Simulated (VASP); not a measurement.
# OsF (P6_3/mmc) in VASP: notebook, part 2 of 2

VASP 6.6.1. Earlier steps stand in the parts before.

## Step 4: Single point, PBE, collinear spin, typed start

This run uses another cell than the first one, of 10.84 Å³/atom, 0.883 times its volume.

The input, INCAR:

```
PREC = Accurate ; ENCUT = 520
EDIFF = 1E-7 ; ISMEAR = 0
SIGMA = 0.1 ; LREAL = False
LASPH = True ; NELM = 150
ALGO = Normal ; ISIF = 2
LWAVE = False ; LCHARG = True
ISPIN = 2 ; MAGMOM = 1 1 0 0
LORBIT = 11 ; LMAXMIX = 4
GGA = PE ; LELF = True
LVHAR = True ; NBANDS = 27
```

The input, KPOINTS:

```
Automatic mesh
0
Gamma
  6 6 4
```

The input, POSCAR:

```
OsF
1.0
    3.1207204600      0.0000000000      0.0000000000
   -1.5603602300      2.7026231900      0.0000000000
    0.0000000000      0.0000000000      5.1416666500
Os F
2 2
Direct
    0.3333333300      0.6666666700      0.7500000000
    0.6666666700      0.3333333300      0.2500000000
    0.0000000000      0.0000000000      0.0000000000
    0.0000000000      0.0000000000      0.5000000000
```

Potentials or basis: VASP PAW PBE potentials, release 64 (Os, F).

Launch:

```
cat potpaw_PBE.64/Os/POTCAR potpaw_PBE.64/F/POTCAR > POTCAR
mpirun -np 1 vasp_std > vasp.out
```

OUTCAR:

```text
PREC = Accurate
   ENCUT = 520
   EDIFF = 1E-7
   ISMEAR = 0
   LREAL = False
   LASPH = True
   NELM = 150
   ISIF = 2
   ISPIN = 2
   LORBIT = 11
   GGA = PE

 ion  position               nearest neighbor table
   1  0.333  0.667  0.750-   3 2.21   4 2.21   3 2.21   4 2.21   3 2.21   4 2.21   2 3.14   2 3.14
                             2 3.14   2 3.14   2 3.14   2 3.14
   2  0.667  0.333  0.250-   3 2.21   4 2.21   3 2.21   4 2.21   3 2.21   4 2.21   1 3.14   1 3.14
                             1 3.14   1 3.14   1 3.14   1 3.14
   3  0.000  0.000  0.000-   1 2.21   2 2.21   1 2.21   2 2.21   2 2.21   1 2.21
   4  0.000  0.000  0.500-   1 2.21   2 2.21   1 2.21   2 2.21   2 2.21   1 2.21

  LATTYP: Found a hexagonal cell.
 ALAT       =     3.1207204600
 C/A-ratio  =     1.6475896242

  Lattice vectors:

 A1 = (   3.1207204600,   0.0000000000,   0.0000000000)
[... 1467 lines left out ...]

------------------------ aborting loop because EDIFF is reached ----------------------------------------

  FORCE on cell =-STRESS in cart. coord.  units (eV):
  Direction    XX          YY          ZZ          XY          YZ          ZX
  --------------------------------------------------------------------------------------
  -------------------------------------------------------------------------------------
  Total       14.4502291     14.4502290     11.9170603      0.0000000      0.0000000     -0.0000000
  in kB      533.8767784    533.8767759    440.2865653      0.0000000      0.0000000     -0.0000000
  external PRESSURE =     502.6800399 kB  Pullay stress =       0.0000000 kB

 VOLUME and BASIS-vectors are now :
 -----------------------------------------------------------------------------
  energy-cutoff  :      520.00
  volume of cell :       43.37
      direct lattice vectors                 reciprocal lattice vectors
     3.120720460  0.000000000  0.000000000     0.320438826  0.185005443  0.000000000
    -1.560360230  2.702623190  0.000000000     0.000000000  0.370010886  0.000000000
     0.000000000  0.000000000  5.141666650     0.000000000  0.000000000  0.194489466

 POSITION                                       TOTAL-FORCE (eV/Angst)
 -----------------------------------------------------------------------------------
     -0.00000      1.80175      3.85625        -0.000000     -0.000000      0.000000
      1.56036      0.90087      1.28542         0.000000      0.000000      0.000000
      0.00000      0.00000      0.00000         0.000000      0.000000      0.000000
      0.00000      0.00000      2.57083        -0.000000      0.000000      0.000000
 -----------------------------------------------------------------------------------
    total drift:                               -0.000006      0.000003     -0.000000

  FREE ENERGIE OF THE ION-ELECTRON SYSTEM (eV)
  ---------------------------------------------------
  free  energy   TOTEN  =       -17.8864663689 eV

  energy  without entropy=      -17.8533911615  energy(sigma->0) =      -17.86992877

 total charge

# of ion       s       p       d       tot
------------------------------------------
    1        0.437   0.379   6.026   6.842
    2        0.437   0.379   6.026   6.842
    3        1.806   4.286   0.000   6.092
    4        1.806   4.286   0.000   6.092
--------------------------------------------------
tot          4.486   9.331  12.051  25.868

 magnetization (x)

# of ion       s       p       d       tot
------------------------------------------
    1        0.000   0.000   0.083   0.084
    2        0.000   0.000   0.083   0.084
    3        0.000   0.006   0.000   0.007
    4        0.000   0.006   0.000   0.007
--------------------------------------------------
tot          0.002   0.014   0.166   0.182
```

OSZICAR:

```text
N       E                     dE             d eps       ncg     rms          rms(c)
DAV:   1     0.216812196842E+03    0.21681E+03   -0.14843E+04  2268   0.110E+03
DAV:   2    -0.826433190833E+01   -0.22508E+03   -0.20415E+03  2340   0.330E+02
DAV:   3    -0.190236976811E+02   -0.10759E+02   -0.10225E+02  2638   0.675E+01
[... 12 lines left out ...]
DAV:  16    -0.178864622762E+02   -0.73065E-05   -0.14612E-05  2370   0.241E-02    0.781E-03
DAV:  17    -0.178864650559E+02   -0.27796E-05   -0.42391E-06  2460   0.127E-02    0.367E-03
DAV:  18    -0.178864659959E+02   -0.94005E-06   -0.22679E-06  2371   0.898E-03    0.217E-03
DAV:  19    -0.178864663378E+02   -0.34187E-06   -0.11819E-06  2326   0.660E-03    0.706E-04
DAV:  20    -0.178864663689E+02   -0.31057E-07   -0.45417E-07  2323   0.406E-03
   1 F= -.17886466E+02 E0= -.17869929E+02  d E =-.330752E-01  mag=     0.1831
```

Wall time 33 s (1 thread of Intel Xeon 6975P-C (Granite Rapids), shared host); peak memory 0.19 GiB.

What came out:

* Free energy: -17.8865 eV
* Pressure: 50.3 GPa
* Band gap on the k mesh: none (metal or under the smearing width)
* Net moment: 0.18 μB per cell
* Site moments: Os +0.08; F +0.01 μB
* Valence electrons inside the program's atomic spheres: Os 6.84; F 6.09

Caveat: the k mesh is coarse (spacing up to 0.39 Å⁻¹), so the values aren't converged; a pressure of tens of GPa on the cell as given is suspect, and the run, the potentials or the cell itself is likely at fault. The run has no spin-orbit coupling, so splittings on Os are missing.

## Step 5: The runs side by side

| task | spin | cell | k mesh | cutoff (eV) | mesh quality | gap on the mesh (eV) | pressure (GPa) |
| --- | --- | --- | --- | --- | --- | --- | --- |
| single point | off | P6_3/mmc, 12.28 Å³/atom | 15 × 15 × 12 | 520 | not flagged | none | -0.2 |
| relaxation of cell and atoms | off | relaxed | 15 × 15 × 12 | 600 | not flagged | none | 0.0 |
| single point | collinear, typed start | P6_3/mmc, 10.84 Å³/atom | 6 × 6 × 4 | 520 | coarse | none | 50.3 |

Alike in all rows: level PBE; potentials or basis VASP PAW PBE potentials, release 64 (Os, F); smearing gaussian 0.1 eV.

Caveats: some runs use coarse meshes; a pressure of tens of GPa on the cell as given is suspect, and the run, the potentials or the cell itself is likely at fault (some runs).

Absolute energies hang on the potentials; compare differences alone.
